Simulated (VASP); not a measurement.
# Ir under uniaxial stress along [001]

How do stress and energy of Ir follow uniaxial stress along [001]?

Calculated with VASP 6.6.1; PBEsol; plane waves and PAW (Ir), in the first sound run; inputs show where later runs differ.

Most raw output is cut from this account.

## 1. The structure

It takes space group Fm-3m (No. 225, cubic). Conventional cell: a = 3.840 Å, b = 3.840 Å, c = 3.840 Å, α = 90.00°, β = 90.00°, γ = 90.00°. Nearest to Ir lie 12 Ir at 2.72 Å.

As a file:

```xyz
1
Lattice="0.0000 1.9200 1.9200 1.9200 0.0000 1.9200 1.9200 1.9200 0.0000" Properties=species:S:1:pos:R:3 pbc="T T T"
Ir    0.0000    0.0000    0.0000
```

## 2. Relax the crystal, PBEsol

The series starts from the cell that this level prefers, so that zero strain is near zero stress.

Level: PBEsol; plane waves and PAW (Ir).

Contents of INCAR:

```
SYSTEM = Ir
PREC = Accurate
ENCUT = 450
EDIFF = 1E-07
NELM = 120
ISMEAR = 1
SIGMA = 0.15
LREAL = .FALSE.
ALGO = Normal
GGA = PS
NBANDS = 10
LASPH = .TRUE.
LORBIT = 11
LWAVE = .FALSE.
LCHARG = .FALSE.
KPAR = 8
IBRION = 2
NSW = 40
ISIF = 3
EDIFFG = -0.005
POTIM = 0.4
```

Contents of POSCAR:

```
Ir
1.0
    0.0000000000      1.9200000000      1.9200000000
    1.9200000000      0.0000000000      1.9200000000
    1.9200000000      1.9200000000      0.0000000000
Ir
1
Direct
    0.0000000000      0.0000000000      0.0000000000
```

Contents of KPOINTS:

```
Automatic mesh
0
Gamma
26 26 26
0 0 0
```

The projector-augmented-wave data sets are Ir (PBE family, release 64).

Run with:

```console
> mpirun -np 8 vasp_std
```

Run time: 23 s. Hardware: 8 MPI ranks of AMD EPYC 7R43, shared host; peak memory 1.2 GiB.

This run gave:

- energy(sigma→0) of the program: -9.8214 eV
- stress, compression positive: xx, yy, zz 0.00, 0.00, 0.00 GPa
- volume: 14.082 Å³
- ionic steps: 3

## 3. Strain across the axis, PBEsol

One member in full: the axis is strained by -2 %, and the two directions across it are strained alike until their mean stress is under 0.012 GPa or five steps are spent.

This step took 4 runs, each at a new trial strain with the atoms of the one before; the last is shown.

Level: PBEsol; plane waves and PAW (Ir).

Changes to INCAR since step 2:

```diff
@@ -15,7 +15,7 @@
 LCHARG = .FALSE.
-KPAR = 8
-IBRION = 2
-NSW = 40
-ISIF = 3
-EDIFFG = -0.005
-POTIM = 0.4
+KPAR = 2
+IBRION = 1
+NSW = 25
+ISIF = 2
+EDIFFG = -0.004
+POTIM = 0.3
```

Contents of POSCAR:

```
Ir
1.0
    0.0000000000      1.9281813830      1.8783054410
    1.9281813830      0.0000000000      1.8783054410
    1.9281813830      1.9281813830      0.0000000000
Ir
1
Direct
    0.0000000000      0.0000000000      0.0000000000
```

KPOINTS is that of step 2.

Run with:

```console
> mpirun -np 2 vasp_std
```

Wall time 66 s (2 MPI ranks); peak memory 0.45 GiB; 1.9 min of CPU time.

Numbers from this step:

| Item | Value |
| --- | --- |
| energy(sigma→0) of the program | -9.8123 eV |
| stress, compression positive | xx, yy, zz 0.00, 0.00, 10.27 GPa |
| ionic steps | 1 |

## 4. The whole series

The other members went through these steps as far as the tables show, with the same cutoff and, step by step, the same mesh; 27 runs are not shown. The session took 1.0 core hours (wall time by ranks) on a shared machine.

```tsv
strain along the axis (%)	strain across the axis (%)	stress along the axis, tension positive (GPa)	energy above the unstrained row, extrapolated to no smearing (meV/atom)
-2.000	0.602	-10.268	9.087
-1.500	0.446	-7.672	5.093
-1.000	0.293	?	?
-0.500	0.145	-2.534	0.572
0	0.000	-0.001	0.000
0.500	-0.140	2.501	0.532
1.000	-0.277	4.963	2.143
1.500	-0.413	7.362	4.808
2.000	-0.546	9.702	8.497
```

## 5. Stress from the known rows

A least-squares parabola through the 8 rows shown, with e the strain in %: stress = − 0.07190 e² + 5.003 e + 0.007244 (GPa), r.m.s. residual 0.018 GPa.

At e = -1 this predicts -5.067 GPa.

## 6. The withheld row

The calculation gives -5.093 GPa, so the prediction is 0.026 GPa too high, within twice the residual of the fit.

Slopes at zero strain, from cubics through all rows: strain ratio -0.285, stress over strain 504 GPa.

## 7. Outcome

```json
{
  "error of the predicted stress": "0.026 GPa",
  "Poisson ratio": "0.285",
  "Young's modulus along the axis": "504 GPa"
}
```

What this shows: As a check, the curvature of the energy gives 501 GPa for the same modulus (energy per volume = E/2 × strain²), 0 % from the slope of the stress. These are static values: temperature and zero-point motion are left out. In a metal the slopes also depend on mesh and smearing, which were held through the series.

[Lines on the potential files, build, host, timing and source positions are cut from VASP's logs without a mark.]

[Logs are printed without paths, hosts, clocks, repeated set-up lines and the standing remarks that a program may print on its own settings, such as how far it seeks lower states.]

[Hosts, paths, dates, database ids (printed as entryN), source tags and the programs' standing remarks are cut or masked in the printed files.]

[In band tables of VASP the shares of atoms and orbitals are scaled to a sum of 1 inside the atoms' spheres.]
